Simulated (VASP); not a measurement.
Given:

```yaml
crystal:
  lattice:
    - [1.45106, -2.51331, 0.00000]
    - [1.45106, 2.51331, 0.00000]
    - [0.00000, 0.00000, 2.82912]
  atoms:
    - { symbol: W, position: [0.00000, 0.00000, 0.00000] }
    - { symbol: C, position: [0.33333, 0.66667, 0.50000] }
```

All values below come from PBEsol GGA, VASP's PBE PAW potentials (set 64) (plane waves; VASP). Numerical set-up: 600 eV cut-off, 14×14×12 Γ-centred mesh, first-order Methfessel-Paxton smearing of 0.10 eV, potentials W_sv C.

Unless said otherwise, spin-orbit coupling is left out, though it shifts the bands of the heavy elements here.

### Question
Estimate the energy per atom (σ→0), band gap (on the k-mesh) with the smallest direct gap where there is one.

### Answer

The band gap (on the k-mesh) is none (metal, semimetal or under 0.01 eV). The energy per atom (σ→0) is -11.950 eV/atom.

The compound is WC in the wc structure. It was relaxed first.
